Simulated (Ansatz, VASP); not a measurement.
## W (W(100) monolayer) in two plane-wave programs

One calculation is typed for both programs; each brings its own data sets. How far apart do they land? The cell is taken from a series of runs on this material, whose earlier steps may have relaxed, scaled, displaced or heated it; both programs get it as it stands.

Calculated with Ansatz 0.2.0; plane waves, with VASP 6.6.1 beside it; single point at PBE.

### 1. Set-up

The cell holds 1 atom: 1 W. Cell: a = 3.160 Å, b = 3.160 Å, c = 18.000 Å, α = 90.0°, β = 90.0°, γ = 90.0°. Vacuum lies along c.

As a file:

```cif
data_structure
_symmetry_space_group_name_H-M 'P 1'
_symmetry_Int_Tables_number 1
_cell_length_a 3.1600
_cell_length_b 3.1600
_cell_length_c 18.0000
_cell_angle_alpha 90.000
_cell_angle_beta 90.000
_cell_angle_gamma 90.000
_cell_volume 179.74
loop_
_atom_site_label
_atom_site_type_symbol
_atom_site_fract_x
_atom_site_fract_y
_atom_site_fract_z
_atom_site_occupancy
W1 W 0.50000 0.50000 0.50000 1
```

### 2. VASP: single point, PBE, pair 1

A single point gives forces, pressure and levels at one fixed geometry, so differences don't come from the geometry; what else differs is listed under the comparison.

Lines of VASP's logs that name or quote its potential files are left out, and so is its time.

Input file INCAR:

```
SYSTEM = W
PREC = Accurate
ENCUT = 520
EDIFF = 1E-06
NELM = 120
ISMEAR = -1
SIGMA = 0.1
LREAL = .FALSE.
ALGO = Normal
GGA = PE
NBANDS = 9
LASPH = .TRUE.
LORBIT = 11
LWAVE = .FALSE.
LCHARG = .FALSE.
ISIF = 2
LDIPOL = .TRUE.
IDIPOL = 3
DIPOL = 0.5 0.5 0.5
LVHAR = .TRUE.
GGA_COMPAT = .FALSE.
NELMDL = -8
KPAR = 2
```

Input file POSCAR:

```
W
1.0
    3.1600000000      0.0000000000      0.0000000000
    0.0000000000      3.1600000000      0.0000000000
    0.0000000000      0.0000000000     18.0000000000
W
1
Direct
    0.5000000000      0.5000000000      0.5000000000
```

Input file KPOINTS:

```
Automatic mesh
0
Gamma
13 13 1
0 0 0
```

PAW data sets: W (PBE family, release 64).

Run with:

```console
> mpirun -np 2 vasp_std
```

Numbers of over 12 decimals in the logs are rounded to 6 here.

The program printed:

```text
[banner, memory and clock lines left out]
running    2 mpi-ranks, on    1 nodes
 distrk:  each k-point on    1 cores,    2 groups
 distr:  one band on    1 cores,    1 groups

 POSCAR found type information on POSCAR W
 POSCAR found :  1 types and       1 ions
 LDA part: xc-table for (Slater+PW92), standard interpolation
 POSCAR, INCAR and KPOINTS ok, starting setup
 FFT: planning ... GRIDC
 FFT: planning ... GRID_SOFT
 FFT: planning ... GRID
 WAVECAR not read
 entering main loop
       N       E                     dE             d eps       ncg     rms          rms(c)
DAV:   1     0.173008511851E+02    0.17301E+02   -0.16635E+03   504   0.427E+02
DAV:   2    -0.577282397337E+01   -0.23074E+02   -0.21545E+02   920   0.513E+01
DAV:   3    -0.770276243297E+01   -0.19299E+01   -0.18140E+01   604   0.219E+01
DAV:   4    -0.774046368672E+01   -0.37701E-01   -0.37545E-01   728   0.333E+00
DAV:   5    -0.774079317227E+01   -0.32949E-03   -0.32937E-03   626   0.253E-01
DAV:   6    -0.774080101793E+01   -0.78457E-05   -0.78455E-05   690   0.312E-02
DAV:   7    -0.774080110945E+01   -0.91522E-07   -0.91711E-07   678   0.326E-03
DAV:   8    -0.774080111225E+01   -0.28034E-08   -0.29164E-08   566   0.410E-04    0.605E+00
DAV:   9    -0.703636312606E+01    0.70444E+00   -0.21545E+00   541   0.595E+00    0.158E+00
DAV:  10    -0.698731478601E+01    0.49048E-01   -0.22211E-01   676   0.208E+00    0.490E-01
DAV:  11    -0.698544453154E+01    0.18703E-02   -0.54537E-03   509   0.342E-01    0.823E-02
DAV:  12    -0.698535616821E+01    0.88363E-04   -0.31341E-04   637   0.755E-02    0.283E-02
DAV:  13    -0.698529389821E+01    0.62270E-04   -0.40598E-05   673   0.362E-02    0.117E-02
DAV:  14    -0.698527846026E+01    0.15438E-04   -0.22964E-05   634   0.195E-02    0.681E-03
DAV:  15    -0.698533382181E+01   -0.55362E-04   -0.24882E-05   508   0.162E-02    0.333E-03
DAV:  16    -0.698536146864E+01   -0.27647E-04   -0.50502E-06   543   0.816E-03    0.212E-03
DAV:  17    -0.698537906488E+01   -0.17596E-04   -0.35474E-06   510   0.611E-03    0.135E-03
DAV:  18    -0.698538237373E+01   -0.33089E-05   -0.20649E-07   553   0.170E-03    0.475E-04
DAV:  19    -0.698538617965E+01   -0.38059E-05   -0.11934E-06   623   0.270E-03    0.383E-04
DAV:  20    -0.698539014035E+01   -0.39607E-05   -0.14434E-07   517   0.103E-03    0.182E-04
DAV:  21    -0.698539398621E+01   -0.38459E-05   -0.26130E-07   512   0.119E-03    0.135E-04
DAV:  22    -0.698539446333E+01   -0.47712E-06   -0.12255E-08   543   0.321E-04
   1 F= -.69853945E+01 E0= -.69197270E+01  d E =-.131335E+00
```

OUTCAR, selected parts (step 2):

```text
ion  position               nearest neighbor table
   1  0.500  0.500  0.500-

  LATTYP: Found a simple tetragonal cell.
 ALAT       =     3.1600000000
 C/A-ratio  =     5.6962025316

 Subroutine GETGRP returns: Found 16 space group operations
 (whereof 16 operations were pure point group operations)

The static configuration has the point symmetry D_4h.

 Found     28 irreducible k-points:

   k-points           NKPTS =     28   k-points in BZ     NKDIM =     28   number of bands    NBANDS=      9

   dimension x,y,z NGX =    24 NGY =   24 NGZ =  140
   dimension x,y,z NGXF=    48 NGYF=   48 NGZF=  280

   ENCUT  =  520.0 eV  38.22 Ry    6.18 a.u.   5.88  5.88 33.47*2*pi/ulx,y,z

   NELECT =       6.0000    total number of electrons

 k-points in reciprocal lattice and weights: Automatic mesh
   0.00000000  0.00000000  0.00000000       0.006
   0.07692308  0.00000000  0.00000000       0.024
   0.15384615  0.00000000  0.00000000       0.024
   0.23076923  0.00000000  0.00000000       0.024
   0.30769231  0.00000000  0.00000000       0.024
   0.38461538  0.00000000  0.00000000       0.024
   0.46153846  0.00000000  0.00000000       0.024
   0.07692308  0.07692308  0.00000000       0.024
   0.15384615  0.07692308  0.00000000       0.047
[...]
0.46153846  0.38461538  0.00000000       0.047
   0.46153846  0.46153846  0.00000000       0.024

 dipolmoment           0.000000      0.000000      0.000000 electrons x Angstroem

 average (electrostatic) potential at core
       1 -49.9334

 E-fermi :  -3.7410

 k-point     1 :       0.0000    0.0000    0.0000
  band No.  band energies     occupation
      1      -8.1555      2.00000
      2      -5.4714      2.00000
      3      -4.2824      1.99113
      4      -2.4452      0.00000
      5      -2.4076      0.00000
      6      -2.4076      0.00000
      7      -1.3948      0.00000
      8       0.8943      0.00000
    ...

 k-point     2 :       0.0769    0.0000    0.0000
  band No.  band energies     occupation
      1      -8.0315      2.00000
      2      -5.3975      2.00000
      3      -4.2437      1.98697
      4      -2.9525      0.00075
      5      -2.3951      0.00000
      6      -1.9062      0.00000
      7      -1.4991      0.00000
      8       0.9774      0.00000
    ...

 k-point     3 :       0.1538    0.0000    0.0000
  band No.  band energies     occupation
      1      -7.6818      2.00000
      2      -5.1744      2.00000
      3      -4.1300      1.95994
      4      -3.4718      0.12687
      5      -2.3602      0.00000
      6      -1.7714      0.00000
      7      -1.3767      0.00000
      8       1.2263      0.00000
    ...

  Total       -8.5365222     -8.5365222     -0.0073699      0.0000000      0.0000000      0.0000000
  in kB      -76.0930313    -76.0930313     -0.0656941      0.0000000      0.0000000      0.0000000
  external PRESSURE =     -50.7505856 kB  Pullay stress =       0.0000000 kB

  energy-cutoff  :      520.00
  volume of cell :      179.74
      direct lattice vectors                 reciprocal lattice vectors
     3.160000000  0.000000000  0.000000000     0.316455696  0.000000000  0.000000000
     0.000000000  3.160000000  0.000000000     0.000000000  0.316455696  0.000000000
     0.000000000  0.000000000 18.000000000     0.000000000  0.000000000  0.055555556

 POSITION                                       TOTAL-FORCE (eV/Angst)
 -----------------------------------------------------------------------------------
      1.58000      1.58000      9.00000         0.000000      0.000000      0.000000
 -----------------------------------------------------------------------------------
    total drift:                               -0.000000      0.000000     -0.000000

  FREE ENERGIE OF THE ION-ELECTRON SYSTEM (eV)
  ---------------------------------------------------
  free  energy   TOTEN  =        -6.9853944633 eV

  energy  without entropy=       -6.8540595831  energy(sigma->0) =       -6.91972702

 vacuum level on the upper side and lower side of the slab         1.262         1.262

 total charge
# of ion       s       p       d       tot
------------------------------------------
    1        0.575   0.156   3.578   4.309

[... 3 further parts left out ...]
```

### 3. Ansatz: single point, PBE, pair 1

Ansatz runs on its default PAW (the set named soft_2) files.

The same cell, functional, mesh and smearing now go to Ansatz, which takes its cutoff from its data sets.

Input file input.yaml:

```yaml
crystal:
  lattice:
    - [3.16, 0.0, 0.0]
    - [0.0, 3.16, 0.0]
    - [0.0, 0.0, 18.0]
  atoms:
    - { symbol: W, position: [0.5, 0.5, 0.5] }
kpoints:
  mp_grid: { grid: [13, 13, 1] }
hamiltonian:
  xc: pbe
scf:
  occupations: { method: fermi_dirac, width: 0.1 }
  convergence: { dr2_threshold: 1.0e-09 }
efield:
  axis: 3
  dipole_correction: true
  ramp_position: 0.97
  ramp_width: 0.06
output:
  write_potential: true
  write_density: true
  volumetric_format: npy
  elf: true
```

Run with:

```console
> ansatz run input.yaml --threads 2 --pin off --max-ram 3072MiB --backend cpu --events-out ev --progress --plain --runs-dir out
```

The program printed:

```text
Engine: ansatz 0.2.0, aarch64-unknown-linux-gnu
Pseudopotentials: kind: paw
Pseudopotential: W, paw, valence charge 14, recommended cutoff 420 eV (normal), W.paw.azcp
Functional definition: PBE
  parameter kappa = 0.804
  parameter beta = 0.066725
  exchange = pbe_x(kappa = kappa, mu = beta*pi^2/3)
  correlation = pbe_c(beta = beta)
Crystal: 1 atoms, lattice volume = 179.741 Å³
Basis set: ecut = 420 eV, 3509 PW (Γ)
Bands: 11, of which v1, the nominal top of the filled ones, is band 7 counted from 1 (6 counted from 0)
Symmetry: 8 space group operations
k-points: 28 of 169
Non-local potential: W, projectors of the file, l = 0: 3, l = 1: 2, l = 2: 2, l = 3: 1
PAW form: soft (Blöchl's): semilocal exchange-correlation on the pseudo side does not see the compensation charge
PAW one-centre angular grid: W, 590 points (default); XC on 64 Gauss nodes
Initial density: superposition of atomic densities (neutral atoms: chi_scale 0, normalization atom), corrected by the library's trained network
Initial wavefunctions: pseudopotential atomic-orbital guess
Functional: x = pbe(κ = 0.804, μ = 0.219515), c = pbe(β = 0.066725)
SCF iter   1: F=—  HF=-10378.875893 eV  |F-HF|=—  |Δ(HF+E_count)|=         —  Δρ=3.86e-3  dr2=2.40e-2  ethr=1.77e-3  p=-0.000 e·Å  D=-3.65e-15 V/Å  ΔV_dip=0.00 eV  dr2_dipole=1.94e-11  V_vac-E_F(+/−)=5.17/5.17 eV  ⟨swp⟩=4.8  Hψ=1786  notcnv=0
efield: sawtooth ramp at fractional position 0.9700 (set: `efield.ramp_position`, or a place that a band, a saddle search or an elastic batch's reference lends), width 0.0600; the density the first Hamiltonian is built on has a dipole p = -0.000 e·Å; the dipole correction subtracts the counter field D = -3.65e-15 V/Å, which shifts the + side's vacuum level by +0.00 eV against the − side's; the planar-averaged density in the ramp window peaks in size at 4.5e-6 e/Å³
preconditioner: auto → LDOS  [metal: Δε(μ)=0.030 eV  Ē_g=3.002 eV  σ=0.100 eV  W_gap=0.08  n_scr=10 (ndim 8)  ℏωp=6.8 eV  f_vac=0.716  D(μ)=3.93/eV (n_scr^D=14)  β→1.0]
SCF iter   2: F=—  HF=-10378.875575 eV  |F-HF|=—  |Δ(HF+E_count)|=   3.17e-4  Δρ=8.25e-4  dr2=1.85e-3  ethr=1.71e-4  p=-0.000 e·Å  D=-9.31e-7 V/Å  ΔV_dip=0.00 eV  dr2_dipole=5.58e-11  V_vac-E_F(+/−)=5.06/5.06 eV  ⟨swp⟩=2.2  Hψ=667  notcnv=0
SCF iter   3: F=—  HF=-10378.875850 eV  |F-HF|=—  |Δ(HF+E_count)|=   2.75e-4  Δρ=3.64e-4  dr2=5.51e-4  ethr=1.32e-5  p=0.000 e·Å  D=5.86e-7 V/Å  ΔV_dip=-0.00 eV  dr2_dipole=5.72e-11  V_vac-E_F(+/−)=5.03/5.03 eV  ⟨swp⟩=1.6  Hψ=351  notcnv=0
SCF iter   4: F=—  HF=-10378.875746 eV  |F-HF|=—  |Δ(HF+E_count)|=   1.05e-4  Δρ=1.36e-4  dr2=2.87e-5  ethr=3.94e-6  p=-0.000 e·Å  D=-3.73e-7 V/Å  ΔV_dip=0.00 eV  dr2_dipole=4.08e-11  V_vac-E_F(+/−)=4.99/4.99 eV  ⟨swp⟩=2.4  Hψ=450  notcnv=0
SCF iter   5: F=—  HF=-10378.875745 eV  |F-HF|=—  |Δ(HF+E_count)|=   6.95e-7  Δρ=5.40e-5  dr2=6.64e-6  ethr=2.05e-7  p=0.000 e·Å  D=2.17e-7 V/Å  ΔV_dip=-0.00 eV  dr2_dipole=8.03e-12  V_vac-E_F(+/−)=4.99/4.99 eV  ⟨swp⟩=2.8  Hψ=556  notcnv=0
SCF iter   6: F=—  HF=-10378.875746 eV  |F-HF|=—  |Δ(HF+E_count)|=   6.61e-7  Δρ=9.85e-6  dr2=4.04e-7  ethr=4.74e-8  p=0.000 e·Å  D=1.55e-8 V/Å  ΔV_dip=-0.00 eV  dr2_dipole=5.24e-15  V_vac-E_F(+/−)=4.98/4.98 eV  ⟨swp⟩=1.1  Hψ=314  notcnv=0
SCF iter   7: F=—  HF=-10378.875731 eV  |F-HF|=—  |Δ(HF+E_count)|=   1.47e-5  Δρ=2.90e-6  dr2=1.53e-8  ethr=2.88e-9  p=-0.000 e·Å  D=-3.69e-9 V/Å  ΔV_dip=0.00 eV  dr2_dipole=6.75e-14  V_vac-E_F(+/−)=4.98/4.98 eV  ⟨swp⟩=2.0  Hψ=387  notcnv=0
SCF iter   8: F=-10378.875731 eV  HF=-10378.875731 eV  |F-HF|=3.40e-10  |Δ(HF+E_count)|=   8.11e-9  Δρ=2.87e-7  dr2=2.93e-10  ethr=7.14e-12  p=0.000 e·Å  D=1.76e-8 V/Å  ΔV_dip=-0.00 eV  dr2_dipole=3.72e-14  V_vac-E_F(+/−)=4.98/4.98 eV  ⟨swp⟩=1.5  Hψ=922  notcnv=0
SCF 1 converged in 8 iterations: F = -10378.875731 eV  dr2 = 2.93e-10
  greatest PAW one-centre occupation: 1.000 electrons in one spin orbital (limit 2), on the W atom at site 0 (counted from 0), in its partial waves of l = 0
WARN: The output density's exchange-correlation potential varies sharply where the density is thin. Do not read a vacuum level from v_tot or v_xc, or from such a field of the output density. On a cell that repeats whose density bears no net charge and no dipole along the vacuum's axis use v_es (v_loc + v_h of the components); under efield.dipole_correction with no amplitude use v_es + v_field, which holds any externa [...]
SCF converged after 8 iterations
Free energy (F): -10378.875731 eV
Harris-Foulkes:  -10378.875731 eV  (|F-HF|=3.40e-10)
Internal energy: -10378.746459 eV  (E = F + TS)
E sigma→0 (E₀):  -10378.811095 eV
Entropy (-TS):   -0.129272 eV (-129.272 meV/atom)
Fermi energy:    -2.401947 eV
Dipole field:    D = -0.000000 V/Å  (p = -0.000000 e·Å, saw-weighted, corrected)
Work function:   Φ+ = 4.9825 eV   Φ− = 4.9824 eV
Levels:          The Fermi level and band energies are counted from a zero that moves with the ramp; work functions are not
--- Per-component energies (eV) ---
  E_band       = -419.725871
  E_kinetic    = 435.487463
  E_local      = -5332.374421  (includes V_loc(G=0)·N_el)
  E_nonlocal   = 4.252008
  E_hartree    = 2412.310619
  E_xc         = -257.932203
  E_vxc        = -226.774769  (∫ρ·V_xc dr)
  E_paw        = -8562.563295  (= ΣΔE_a)
  E_vpaw       = -124.936408  (= ΣTr[D̂ρ^β])
  E_aug_tail   = -0.000060  (compensation charges beyond the density's cutoff)
  E_efield     = 0.000000  (sawtooth field / dipole correction)
  E_vefield    = 0.000000  (∫n·V_field dr)
  E_ewald      = 922.073430
  E_smearing   = -0.129272  (= −TS)
  E_closure    = -0.000000  (closes the sum)
  Σ components = -10378.875731   (vs F -10378.875731, Δ=0.00e0)
--- Band table (eV; the first three rows and the last of 28) ---
  k-point 0: bands = [... 3 lower, -40.6867, -6.8700, -4.1501, -2.9437, -1.1576, -1.0415, -1.0415, -0.0226]
  k-point 1: bands = [... 3 lower, -40.6858, -6.7453, -4.0759, -2.9045, -1.6247, -1.0288, -0.5824, -0.1289]
  k-point 2: bands = [... 3 lower, -40.6832, -6.3938, -3.8519, -2.7892, -2.1411, -0.9933, -0.4061, -0.0612]
  k-point 27: bands = [... 3 lower, -40.8636, -4.2738, -2.8523, -2.8287, -1.7518, 0.7019, 1.6115, 2.5475]
```

### 4. Comparison

Known differences besides the potentials themselves: the data sets hold 14 valence electrons in Ansatz (on its default PAW (the set named soft_2) files) and 6 in VASP; the cutoff is 420 eV in Ansatz and 520 eV in VASP. Total energies have different zeros and are not compared.

Both answers:

```
                                   quantity  Ansatz  VASP  difference
 work function, lower of the two faces (eV)    4.98  5.00       -0.02
work function, higher of the two faces (eV)    4.98  5.00       -0.02
```

With vacuum in the cell, a pressure given here is an average over mostly empty space and none of the material.

### 5. Ansatz: single point, PBE, pair 2

With cell and atoms fixed, the geometry can't cause a difference; cores, projectors, grids and the points listed under the comparison can. This pair takes another cell of the material, with 2 atoms against 1 for the pair before.

The cell is taken from a series of runs on this material, whose earlier steps may have relaxed, scaled, displaced or heated it; both programs get it as it stands.

input.yaml, the sections that differ from step 3:

```yaml
crystal:
  lattice:
    - [3.16, 0.0, 0.0]
    - [0.0, 3.16, 0.0]
    - [0.0, 0.0, 19.58]
  atoms:
    - { symbol: W, position: [0.5, 0.5, 0.4596527068] }
    - { symbol: W, position: [0.0, 0.0, 0.5403472932] }
output:
  write_potential: true
  write_density: true
  volumetric_format: npy
# kpoints, hamiltonian, scf, efield: as in step 3
```

The program printed:

```text
[...]
Crystal: 2 atoms, lattice volume = 195.518 Å³
Basis set: ecut = 420 eV, 3849 PW (Γ)
Bands: 18, of which v1, the nominal top of the filled ones, is band 14 counted from 1 (13 counted from 0)
Symmetry: 8 space group operations
k-points: 28 of 169
[...]
k-point 0: bands = [... 10 lower, -3.4169, -0.5131, 0.1815, 0.1815, 0.3534, 0.6105, 1.0476, 2.8608]
  k-point 1: bands = [... 10 lower, -3.2934, -0.5869, 0.1484, 0.2892, 0.3487, 0.6230, 0.8403, 2.8092]
  k-point 2: bands = [... 10 lower, -2.8647, -0.6599, -0.0400, 0.0444, 0.4093, 0.7156, 0.8625, 2.6592]
  k-point 27: bands = [... 10 lower, -2.1140, -2.1120, 0.7913, 0.8963, 2.4064, 2.4382, 2.9669, 3.3444]
[key lines of the parts left out:]
SCF converged after 8 iterations
Free energy (F): -20764.749500 eV
Fermi energy:    0.317977 eV
Dipole field:    D = 0.000000 V/Å  (p = 0.000000 e·Å, saw-weighted, corrected)
Work function:   Φ+ = 4.1117 eV   Φ− = 4.1117 eV
```

### 6. VASP: single point, PBE, pair 2

The same cell, functional, mesh and smearing now go to VASP, with its own data sets.

Changes to INCAR since step 2:

```diff
@@ -10,3 +10,3 @@
 GGA = PE
-NBANDS = 9
+NBANDS = 12
 LASPH = .TRUE.
```

Input file POSCAR:

```
W
1.0
    3.1600000000      0.0000000000      0.0000000000
    0.0000000000      3.1600000000      0.0000000000
    0.0000000000      0.0000000000     19.5800000000
W
2
Direct
    0.5000000000      0.5000000000      0.4596527068
    1.0000000000      1.0000000000      0.5403472932
```

KPOINTS is that of step 2.

Run with:

```console
> mpirun -np 2 vasp_std
```

The program printed:

```text
[banner, memory and clock lines left out]
running    2 mpi-ranks, on    1 nodes
[...]
LDA part: xc-table for (Slater+PW92), standard interpolation
 POSCAR, INCAR and KPOINTS ok, starting setup
[...]
entering main loop
       N       E                     dE             d eps       ncg     rms          rms(c)
DAV:   1     0.502860775666E+02    0.50286E+02   -0.34678E+03   672   0.681E+02
DAV:   2    -0.150016411526E+02   -0.65288E+02   -0.57813E+02  1152   0.120E+02
DAV:   3    -0.229589973993E+02   -0.79574E+01   -0.75284E+01   880   0.471E+01
DAV:   4    -0.232480177859E+02   -0.28902E+00   -0.27921E+00   976   0.978E+00
[...]
DAV:  22    -0.210601718411E+02   -0.43310E-05   -0.24881E-07   664   0.127E-03    0.222E-04
DAV:  23    -0.210601748739E+02   -0.30328E-05   -0.24972E-07   736   0.101E-03    0.786E-05
DAV:  24    -0.210601751748E+02   -0.30097E-06   -0.13184E-08   448   0.344E-04
   1 F= -.21060175E+02 E0= -.20990055E+02  d E =-.140240E+00
```

OUTCAR, selected parts (step 6):

```text
  Total       -8.0640353     -8.0640353     -5.6182267      0.0000000      0.0000000      0.0000000
  in kB      -66.0809303    -66.0809303    -46.0386935      0.0000000      0.0000000      0.0000000
  external PRESSURE =     -59.4001847 kB  Pullay stress =       0.0000000 kB

 POSITION                                       TOTAL-FORCE (eV/Angst)
 -----------------------------------------------------------------------------------
      1.58000      1.58000      9.00000         0.000000      0.000000      3.545512
      0.00000      0.00000     10.58000         0.000000     -0.000000     -3.545512
 -----------------------------------------------------------------------------------
    total drift:                                0.000000     -0.000000      0.000000

  FREE ENERGIE OF THE ION-ELECTRON SYSTEM (eV)
  ---------------------------------------------------
  free  energy   TOTEN  =       -21.0601751748 eV

  energy  without entropy=      -20.9199356554  energy(sigma->0) =      -20.99005542

[... 3 further parts left out ...]
[key lines of the parts left out:]
E-fermi :  -2.1126
```

### 7. Comparison

What differs besides the data sets and the points named for the pairs above, as far as they apply: the data sets hold 28 valence electrons in Ansatz (on its default PAW (the set named soft_2) files) and 12 in VASP. Total energies have different zeros and are not compared.

Compared:

```
                                   quantity  Ansatz  VASP  difference
 work function, lower of the two faces (eV)    4.11  4.13       -0.02
work function, higher of the two faces (eV)    4.11  4.13       -0.02
```

With vacuum in the cell, a pressure given here is an average over mostly empty space and none of the material.

(Part 1 of 2 ends here.)

[Lines on the potential files, build, host, timing and source positions are cut from VASP's logs without a mark.]

[Logs are printed without paths, hosts, clocks, repeated set-up lines and the standing remarks that a program may print on its own settings, such as how far it seeks lower states.]

[Hosts, paths, dates, database ids (printed as entryN), source tags and the programs' standing remarks are cut or masked in the printed files.]
